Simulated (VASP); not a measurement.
Data:

```
CELL_PARAMETERS angstrom
      1.45853    -2.52625     0.00000
      1.45853     2.52625     0.00000
      0.00000     0.00000     2.83996
ATOMIC_POSITIONS crystal
  W  0.00000 0.00000 0.00000
  C  0.33333 0.66667 0.50000
```

Computed with r2SCAN meta-GGA, VASP's PBE PAW potentials (set 64) (plane waves; VASP 6.6.1). Settings: 600 eV cut-off, 14×14×12 Γ-centred mesh, first-order Methfessel-Paxton smearing of 0.10 eV, potentials W_sv C.

Energy and stress use the plane-wave basis of the starting cell.

Task: The ions, cell shape and volume at an external pressure of 10.0 GPa are relaxed. Give the cell that the relaxation ends in.

Result: 
```
CELL_PARAMETERS angstrom
      1.44565    -2.50394     0.00000
      1.44565     2.50394     0.00000
      0.00000     0.00000     2.82257
ATOMIC_POSITIONS crystal
  W  0.00000 0.00000 0.00000
  C  0.33333 0.66667 0.50000
```
Space group P-6m2 (187), at a tolerance of 0.03 Å.

Task: How do energy and volume change from the first to the last step?

Result: The energy (σ→0) changes by +7.5 meV/atom and the volume by -2.4 %, in 9 ionic steps.

The compound is WC in the wc structure. This run relaxes it under an external pressure of 10 GPa. Symmetry was kept, so distortions that lower it aren't found.
